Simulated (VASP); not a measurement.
Crystal: GaSb.

```
Ga Sb
1.0
     0.00000    3.05900    3.05900
     3.05900    0.00000    3.05900
     3.05900    3.05900    0.00000
Ga Sb
1 1
Direct
  0.00000 0.00000 0.00000
  0.25000 0.25000 0.25000
```

* Program: VASP 6.6.1
* Task: relaxation of cell and atoms
* Functional: PBE
* Potentials or basis: VASP PAW PBE potentials, release 64 (Ga_d, Sb)
* Cutoff: 600 eV
* k mesh: 10 × 10 × 10
* Occupations: gaussian, width 0.03 eV
* Spin: no spin polarisation

At the start: pressure 2.4 GPa; volume 28.62 Å³/atom.

Task: Where does the relaxation end?

Result: Over 3 steps the energy falls by 10.0 meV/atom and the volume is 30.03 Å³/atom (+4.9 %); space group F-43m (No. 216, to 0.05 Å).

The path:
| step | energy change (eV) | largest force (eV/Å) | pressure (GPa) | volume (Å³) |
| --- | --- | --- | --- | --- |
| 1 | 0.0000 | 0.0000 | 2.38 | 57.25 |
| 2 | -0.0186 | 0.0000 | -0.54 | 60.85 |
| 3 | -0.0201 | 0.0000 | -0.02 | 60.07 |

Final structure:
```
CELL_PARAMETERS angstrom
0.00000 3.10843 3.10843
3.10843 0.00000 3.10843
3.10843 3.10843 0.00000
ATOMIC_POSITIONS crystal
Ga 0.00000 0.00000 0.00000
Sb 0.25000 0.25000 0.25000
```
